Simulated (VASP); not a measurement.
A run of VASP 6.6.1:

File INCAR:

```
ALGO = Fast ; EDIFF = 1E-6
ENCUT = 520 ; ISIF = 2
ISMEAR = -1 ; LASPH = True
LCHARG = False ; LREAL = False
LWAVE = False ; NBANDS = 18
NELM = 100 ; PREC = Accurate
SIGMA = 0.15
```

The input KPOINTS:

```
k-points
0
Gamma
  14 14 12
```

Contents of POSCAR:

```
CuAu
1.0
    2.7963348257      0.0000000000      0.0000000000
    0.0000000000      2.7963348257      0.0000000000
    0.0000000000      0.0000000000      3.5253104769
Cu Au
1 1
Direct
    0.5000000000      0.5000000000      0.5000000000
    0.0000000000      0.0000000000      0.0000000000
```

Potentials or basis: VASP PAW LDA potentials, release 64 (Cu, Au).

The run is started by

```sh
$ cat potpaw_LDA.64/Cu/POTCAR potpaw_LDA.64/Au/POTCAR > POTCAR
$ mpirun -np 1 vasp_std > vasp.out
```

Hardware: 1 thread of Intel(R) Xeon(R) 6975P-C (Granite Rapids), with other jobs on the host.

Task: Estimate the wall time of this run.

Result: Wall time 49 s on 1 thread of Intel(R) Xeon(R) 6975P-C (Granite Rapids), with other jobs on the host, peak memory 0.23 GiB. Counts: scf iterations 17, k points 252.
